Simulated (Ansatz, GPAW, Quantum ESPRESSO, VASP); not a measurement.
## Code comparison for CaBr2 (P1, 6 atoms in the cell)

Self-consistent single point.

```xyz
6
Lattice="6.8081 0.0000 0.0000 0.0000 6.8081 0.0000 0.0000 0.0000 4.3799" Properties=species:S:1:pos:R:3 pbc="T T T"
Ca     0.1239     0.0560     0.0304
Ca     3.3992     3.3428     2.2374
Br     5.4427     1.3492     2.2701
Br     1.3497     5.4999     2.1777
Br     2.0962     2.0178    -0.1053
Br     4.6087     4.7545    -0.0405
```

Shared settings, as Ansatz (an electronic-structure program) writes them: kpoints.mp_grid.grid = 2 2 3; scf.occupations.method = fixed. Potentials and cutoffs stand in the table.

```csv
code,model,pressure (GPa),largest force (eV/Å),gap on the mesh (eV),cutoff
Ansatz,"LDA (PW92), PAW files made with PBE",-2.01,0.547,4.108,30.9 Ry
Quantum ESPRESSO,"LDA (PW92), PseudoDojo standard norm-conserving (LDA) pseudopotentials",-2.02,0.545,4.107,75 Ry
VASP,"LDA (PZ), VASP's LDA PAW potentials (set 64)",-1.93,0.562,4.124,300 eV
GPAW,"LDA (Perdew-Wang 92), GPAW PAW datasets LDA (gpaw-data 1.0.1)",-1.87,0.563,4.108,550 eV
```

Size of the force on each atom (eV/Å): Sizes of forces hide their directions.

| code | Ca1 | Ca2 | Br3 | Br4 | Br5 | Br6 |
|---|---|---|---|---|---|---|
| Ansatz | 0.547 | 0.545 | 0.296 | 0.103 | 0.358 | 0.277 |
| Quantum ESPRESSO | 0.545 | 0.544 | 0.297 | 0.101 | 0.357 | 0.274 |
| VASP | 0.562 | 0.559 | 0.296 | 0.112 | 0.366 | 0.293 |
| GPAW | 0.563 | 0.561 | 0.299 | 0.110 | 0.368 | 0.293 |

Gaps are read on the mesh.

The spread over the programs that give each value: pressure within 0.15 GPa; largest force within 0.018 eV/Å; gap on the mesh within 0.017 eV.

Ansatz's pressure is given at a fixed set of plane waves, as the other plane-wave codes print theirs. The same LDA comes in different parametrisations, which differ slightly.

VASP's run is marked for a possible Pulay error in its stress at this cutoff; no cutoff test was made.

VASP ran the fixed occupations as a Gaussian smearing of 0.01 eV.

The starting cell comes from a database of computed structures (which also holds hypothetical and non-ambient phases and stackings), without a prior relaxation at this level. Its atoms were displaced at random from the sites of space group no. 136.

Left out of this page: ABINIT, CP2K, Elk and SIESTA (not drawn, or without a comparable value).

Keys are those of Ansatz 0.2.
